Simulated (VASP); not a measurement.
# CaB3C3 (P4/mmm) in VASP: relaxation of cell and atoms with PBE

Aim: the relaxation of cell and atoms of CaB3C3 with PBE.

Program: VASP 6.6.1. These are calculated values, not measurements. Logs are shortened: lines on timing, memory, paths and dates and some standing lists are left out, and cuts for length are marked.

### Step 1. The cell of the first run

The structure is tetragonal, space group P4/mmm (No. 123). The conventional cell has a = 3.236 Å, b = 3.236 Å, c = 7.838 Å, α = 90.00°, β = 90.00°, γ = 90.00°. Around Ca (site symmetry 4/mmm) lie 2 C at 2.18 Å. Around B (site symmetry 4/mmm) lie 2 C at 1.74 Å. B (site symmetry 4mm) is surrounded by 1 C at 1.49 Å. C (site symmetry 4mm) has 1 B at 1.74 Å as nearest neighbours. Around C (site symmetry 4/mmm) lie 2 B at 1.49 Å.

The cell was built by a generator and needn't be a form met in nature.

### Step 2. Relaxation of cell and atoms, PBE (random cell by space group and Wyckoff sites (P4/mmm, No. 123))

The input, INCAR:

```
PREC = Accurate
ENCUT = 600
EDIFF = 1E-6
ISMEAR = 0
SIGMA = 0.1
LREAL = False
LASPH = True
NELM = 100
ALGO = Normal
ISIF = 3
LWAVE = False
LCHARG = False
GGA = PE
IBRION = 2
NSW = 90
EDIFFG = -0.04
```

The input, KPOINTS:

```
Automatic mesh
0
Gamma
  6 6 2
```

The input, POSCAR:

```
CaB3C3
1.0
    3.2364099200      0.0000000000      0.0000000000
    0.0000000000      3.2364099200      0.0000000000
    0.0000000000      0.0000000000      7.8384611700
Ca B C
1 3 3
Direct
    0.0000000000      0.0000000000      0.5000000000
    0.0000000000      0.0000000000      0.0000000000
    0.5000000000      0.5000000000      0.8101845600
    0.5000000000      0.5000000000      0.1898154400
    0.0000000000      0.0000000000      0.7784946200
    0.0000000000      0.0000000000      0.2215053800
    0.5000000000      0.5000000000      0.0000000000
```

Potentials or basis: VASP PAW PBE potentials, release 64 (Ca_sv, B, C).

Run with:

```bash
$ cat potpaw_PBE.64/Ca_sv/POTCAR potpaw_PBE.64/B/POTCAR potpaw_PBE.64/C/POTCAR > POTCAR
$ mpirun -np 1 vasp_std > vasp.out
```

OUTCAR:

```text
PREC = Accurate
   ENCUT = 600
   EDIFF = 1E-6
   ISMEAR = 0
   LREAL = False
   LASPH = True
   NELM = 100
   ISIF = 3
   GGA = PE
   IBRION = 2
   NSW = 90
   EDIFFG = -0.04

 ion  position               nearest neighbor table
   1  0.000  0.000  0.500-   6 2.18   5 2.18
   2  0.000  0.000  0.000-   5 1.74   6 1.74
   3  0.500  0.500  0.810-   7 1.49
   4  0.500  0.500  0.190-   7 1.49
   5  0.000  0.000  0.778-   2 1.74   1 2.18
   6  0.000  0.000  0.222-   2 1.74   1 2.18
   7  0.500  0.500  0.000-   3 1.49   4 1.49

  LATTYP: Found a simple tetragonal cell.
 ALAT       =     3.2364099200
 C/A-ratio  =     2.4219617922

  Lattice vectors:

 A1 = (   3.2364099200,   0.0000000000,   0.0000000000)
 A2 = (   0.0000000000,   3.2364099200,   0.0000000000)
 A3 = (   0.0000000000,   0.0000000000,   7.8384611700)

Analysis of symmetry for initial positions (statically):
=====================================================================
 Subroutine PRICEL returns:
 Original cell was already a primitive cell.

 Routine SETGRP: Setting up the symmetry group for a
 simple tetragonal supercell.

 Subroutine GETGRP returns: Found 16 space group operations
 (whereof 16 operations were pure point group operations)
 out of a pool of 16 trial point group operations.

The static configuration has the point symmetry D_4h.

Analysis of symmetry for dynamics (positions and initial velocities):
=====================================================================
 Subroutine PRICEL returns:
 Original cell was already a primitive cell.

 Routine SETGRP: Setting up the symmetry group for a
 simple tetragonal supercell.

 Subroutine GETGRP returns: Found 16 space group operations
 (whereof 16 operations were pure point group operations)
 out of a pool of 16 trial point group operations.

The dynamic configuration has the point symmetry D_4h.

 Subroutine INISYM returns: Found 16 space group operations
 (whereof 16 operations are pure point group operations),
 and found     1 'primitive' translations

----------------------------------------------------------------------------------------

                                     Primitive cell

  volume of cell :      82.1028

  direct lattice vectors                    reciprocal lattice vectors
     3.236409920  0.000000000  0.000000000     0.308984345  0.000000000  0.000000000
     0.000000000  3.236409920  0.000000000     0.000000000  0.308984345  0.000000000
     0.000000000  0.000000000  7.838461170     0.000000000  0.000000000  0.127576061

  length of vectors
     3.236409920  3.236409920  7.838461170     0.308984345  0.308984345  0.127576061

  position of ions in fractional coordinates (direct lattice)
     0.000000000  0.000000000  0.500000000
     0.000000000  0.000000000  0.000000000
     0.500000000  0.500000000  0.810184560
     0.500000000  0.500000000  0.189815440
     0.000000000  0.000000000  0.778494620
     0.000000000  0.000000000  0.221505380
     0.500000000  0.500000000  0.000000000

  ion indices of the primitive-cell ions
   primitive index   ion index
                 1           1
                 2           2
                 3           3
                 4           4
                 5           5
                 6           6
                 7           7

----------------------------------------------------------------------------------------

 KPOINTS: Automatic mesh

Automatic generation of k-mesh.
 Grid dimensions read from file:
 generate k-points for:    6    6    2

 Generating k-lattice:

  Cartesian coordinates                     Fractional coordinates (reciprocal lattice)
     0.051497391  0.000000000  0.000000000     0.166666667  0.000000000  0.000000000
     0.000000000  0.051497391  0.000000000     0.000000000  0.166666667  0.000000000
     0.000000000  0.000000000  0.063788030     0.000000000  0.000000000  0.500000000

  Length of vectors
     0.051497391  0.051497391  0.063788030

  Shift w.r.t. Gamma in fractional coordinates (k-lattice)
     0.000000000  0.000000000  0.000000000

 Subroutine IBZKPT returns following result:
 ===========================================

 Found     20 irreducible k-points:

 Following reciprocal coordinates:
            Coordinates               Weight
  0.000000  0.000000  0.000000      1.000000
  0.166667  0.000000  0.000000      4.000000
  0.333333  0.000000  0.000000      4.000000
  0.500000  0.000000  0.000000      2.000000
  0.166667  0.166667  0.000000      4.000000
  0.333333  0.166667  0.000000      8.000000
[... 12 lines left out ...]
  0.500000  0.333333  0.500000      4.000000
  0.500000  0.500000  0.500000      1.000000
   k-points           NKPTS =     20   k-points in BZ     NKDIM =     20   number of bands    NBANDS=     19
   number of dos      NEDOS =    301   number of ions     NIONS =      7
   total plane-waves  NPLWV =  50176
   dimension x,y,z NGX =    28 NGY =   28 NGZ =   64
   dimension x,y,z NGXF=    56 NGYF=   56 NGZF=  128
   ions per type =               1   3   3
   NGX,Y,Z   is equivalent  to a cutoff of  14.38, 14.38, 13.57 a.u.
   NGXF,Y,Z  is equivalent  to a cutoff of  28.77, 28.77, 27.15 a.u.
 SYSTEM =  unknown system
   PREC   = accura    normal or accurate (medium, high low for compatibility)
   ISTART =      0    job   : 0-new  1-cont  2-samecut
   ICHARG =      2    charge: 1-file 2-atom 10-const
   ISPIN  =      1    spin polarized calculation?
   LNONCOLLINEAR =      F non collinear calculations
   LSORBIT =      F    spin-orbit coupling
   LASPH  =      T    aspherical Exc in radial PAW
   ENCUT  =  600.0 eV  44.10 Ry    6.64 a.u.   6.46  6.46 15.66*2*pi/ulx,y,z
   NELM   =    100;   NELMIN=  2; NELMDL= -5     # of ELM steps
   EDIFF  = 0.1E-05   stopping-criterion for ELM
   LREAL  =      F    real-space projection
   EDIFFG = -.4E-01   stopping-criterion for IOM
   NSW    =     90    number of steps for IOM
   IBRION =      2    ionic relax: 0-MD 1-quasi-New 2-CG
   NFREE  =      1    steps in history (QN), initial steepest desc. (CG)
   ISIF   =      3    stress and relaxation
   ISYM   =      2    0-nonsym 1-usesym 2-fastsym
   POTIM  = 0.5000    time-step for ionic-motion
   TEBEG  =    0.0;   TEEND  =   0.0 temperature during run
   PSTRESS=    0.0 pullay stress
   NELECT =      31.0000    total number of electrons
   NUPDOWN=      -1.0000    fix difference up-down
   EMIN   =  10.00;   EMAX   =-10.00  energy-range for DOS
   EFERMI =   0.00;   METHOD = LEGACY
   ISMEAR =     0;   SIGMA  =   0.10  broadening in eV -4-tet -1-fermi 0-gaus
   EFERMI_NEDOS =   21; number of points for ismear=-14 and -15
   IALGO  =     38    algorithm
   IMIX   =      4    mixing-type and parameters
     AMIX     =   0.40;   BMIX     =  1.00
     AMIX_MAG =   1.60;   BMIX_MAG =  1.00
  volume/ion in A,a.u.               =      11.73        79.15
  Fermi-wavevector in a.u.,A,eV,Ry     =   1.183249  2.236016 19.049217  1.400078
  Thomas-Fermi vector in A             =   2.319487
   LORBIT       =      0    0 simple, 1 ext, 2 COOP (PROOUT), +10 PAW based schemes
   GGA     = PE    functional components
   LHFCALC =     F    Hartree Fock is set to
   AEXX    =    0.0000 exact exchange contribution
   IVDW    =     0    specifies the selected vdW correction
   LEPSILON=     F    determine dielectric tensor
   LRPA    =     F    only Hartree local field effects (RPA)
 conjugate gradient relaxation of ions
 non-spin polarized calculation
 Gauss-broadening in eV      SIGMA  =   0.10
  energy-cutoff  :      600.00
  volume of cell :       82.10
 maximum number of plane-waves:      2776
 NGX is ok and might be reduce to    28
   NGX = 13   NGY = 13   NGZ = 31

--------------------------------------- Ionic step        1  -------------------------------------------

 number of electron      31.0000002 magnetization

 Free energy of the ion-electron system (eV)
  ---------------------------------------------------
  ext. energy  EPLUGINS =         0.00000000
  ---------------------------------------------------
  free energy    TOTEN  =       -38.69865917 eV

  energy without entropy =      -38.69459517  energy(sigma->0) =      -38.69662717

------------------------ aborting loop because EDIFF is reached ----------------------------------------

  FORCE on cell =-STRESS in cart. coord.  units (eV):
  Direction    XX          YY          ZZ          XY          YZ          ZX
  --------------------------------------------------------------------------------------
  -------------------------------------------------------------------------------------
  Total       -6.9247483     -6.9247483    -10.2481873      0.0000000      0.0000000     -0.0000000
  in kB     -135.1315363   -135.1315363   -199.9860843      0.0000000      0.0000000     -0.0000000
  external PRESSURE =    -156.7497189 kB  Pullay stress =       0.0000000 kB
[... 104 lines left out ...]
  FREE ENERGIE OF THE ION-ELECTRON SYSTEM (eV)
  ---------------------------------------------------
  free  energy   TOTEN  =       -40.1794294237 eV

  energy  without entropy=      -40.1687893392  energy(sigma->0) =      -40.17410938

[... ionic steps 4 to 10 ...]

--------------------------------------- Ionic step       11  -------------------------------------------

 number of electron      31.0000001 magnetization

------------------------ aborting loop because EDIFF is reached ----------------------------------------

  FORCE on cell =-STRESS in cart. coord.  units (eV):
  Direction    XX          YY          ZZ          XY          YZ          ZX
  --------------------------------------------------------------------------------------
  -------------------------------------------------------------------------------------
  Total       -0.0977747     -0.0977747      0.5301282      0.0000000     -0.0000000     -0.0000000
  in kB       -2.4113238     -2.4113238     13.0740484      0.0000000     -0.0000000     -0.0000000
  external PRESSURE =       2.7504669 kB  Pullay stress =       0.0000000 kB
[... 67 lines left out ...]
  energy  without entropy=      -40.6460651900  energy(sigma->0) =      -40.65044995

--------------------------------------- Ionic step       13  -------------------------------------------

 number of electron      31.0000001 magnetization

 Free energy of the ion-electron system (eV)
  ---------------------------------------------------
  ext. energy  EPLUGINS =         0.00000000
  ---------------------------------------------------
  free energy    TOTEN  =       -40.65499003 eV

  energy without entropy =      -40.64633015  energy(sigma->0) =      -40.65066009

 E-fermi :   6.0588     XC(G=0): -11.4258

 val. band max:        5.9849252046   @ k =   0.1667   0.1667   0.5000
 cond. band min:       6.0714446257   @ k =   0.3333   0.0000   0.5000
 fundamental gap:      0.0865194211
 Fermi energy:         6.0588175162

 k-point     1 :       0.0000    0.0000    0.0000
  band No.  band energies     occupation
      1     -34.5821      2.00000
      2     -15.5813      2.00000
      3     -15.2607      2.00000
      4     -15.2607      2.00000
      5     -10.9542      2.00000
      6      -7.8708      2.00000
[... 11 lines left out ...]
     18       8.1545      0.00000
     19       9.0825      0.00000
[... 450 lines left out ...]
  FREE ENERGIE OF THE ION-ELECTRON SYSTEM (eV)
  ---------------------------------------------------
  free  energy   TOTEN  =       -40.6549900264 eV

  energy  without entropy=      -40.6463301451  energy(sigma->0) =      -40.65066009

 reached required accuracy - stopping structural energy minimisation
```

Run time: 6.1 min. Hardware: 1 thread of AMD EPYC 7R13 (Zen 3), shared host; peak memory 0.22 GiB.

Results:

| Property | Result |
| --- | --- |
| Free energy | -40.6550 eV |
| Relaxed volume | 9.28 Å³/atom |
| Relaxed cell | a = 2.932 Å, b = 2.932 Å, c = 7.559 Å, α = 90.00°, β = 90.00°, γ = 90.00° |
| Space group after relaxing (to 0.05 Å) | P4/mmm (No. 123) |
| Energy gained by relaxing | 279.5 meV/atom |
| Ionic steps | 13 |
| Pressure after relaxing | 0.0 GPa |
| Largest force after relaxing | 0.036 eV/Å |
| Band gap on the k mesh | none (metal or under the smearing width) |

Forces on the atoms (eV/Å):
```
Ca   0.000  0.000  0.000
B    0.000  0.000  0.000
B    0.000  0.000  0.036
B    0.000  0.000 -0.036
C    0.000  0.000 -0.012
C    0.000  0.000  0.012
C    0.000  0.000  0.000
```

Step by step:
```
step  energy change (eV)  largest force (eV/Å)  pressure (GPa)  volume (Å³)
   1              0.0000                5.0702          -15.67        82.10
   2             -0.9776                4.3154           15.69        69.19
   3             -1.4808                2.5025            0.09        73.33
   4             -1.5840                2.2106           -7.20        70.18
   5             -1.7830                0.9525           -5.00        71.72
   6             -1.9026                0.1972           -3.54        68.55
   7             -1.9498                0.2396           -1.75        65.90
   8             -1.9504                0.4393           -1.03        65.16
   9             -1.9511                0.3453           -1.37        65.50
  10             -1.9485                0.2824            2.44        64.29
  11             -1.9555                0.0740            0.28        64.97
  12             -1.9562                0.0614           -0.12        64.96
  13             -1.9563                0.0358            0.00        64.96
```

Final structure:
```xyz
7
Lattice="2.9315 0.0000 0.0000 0.0000 2.9315 0.0000 0.0000 0.0000 7.5590" Properties=species:S:1:pos:R:3 pbc="T T T"
Ca    0.0000    0.0000    3.7795
B     0.0000    0.0000    0.0000
B     1.4658    1.4658    6.0214
B     1.4658    1.4658    1.5376
C     0.0000    0.0000    6.0387
C     0.0000    0.0000    1.5203
C     1.4658    1.4658    0.0000
```

Caveat: the k mesh is coarse (spacing up to 0.40 Å⁻¹), so the values aren't converged; the volume moved by over 15 % at a fixed basis, so the end points are rough.
